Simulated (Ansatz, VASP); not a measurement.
# Sr3Bi in VASP and in Ansatz

```
Sr Bi
1.0
     0.00000    4.35811    4.35811
     4.35811    0.00000    4.35811
     4.35811    4.35811    0.00000
Sr Bi
3 1
Direct
  0.50000 0.50000 0.50000
  0.25000 0.25000 0.25000
  0.75000 0.75000 0.75000
  0.00000 0.00000 0.00000
```

Alike in both runs: functional PBE; k mesh 4 × 4 × 4; occupations gaussian, width 0.1 eV; no spin polarisation.

Ansatz relaxed the structure, and its values are those at the end. VASP's run is a single point on that final structure, the one shown.

|  | VASP | Ansatz |
| --- | --- | --- |
| version | VASP 6.6.1 | Ansatz 0.2.0 |
| potentials or method | VASP PAW PBE potentials, release 64 (Sr_sv, Bi_d) | scalar-relativistic, plane waves, PAW |
| plane-wave cutoff (eV) | 520 | 420 |
| valence electrons in the cell | 45 | 45 |

```tsv
	VASP	Ansatz	Ansatz less VASP
gap on the k mesh at the Fermi level (eV)	none	none	-
pressure (GPa)	0.4	0.4	-0.02
```

A gap of «none» marks a metal or a gap that the smearing closes.

Caveats: spin-orbit coupling is left out, which moves the levels of the heavy elements.
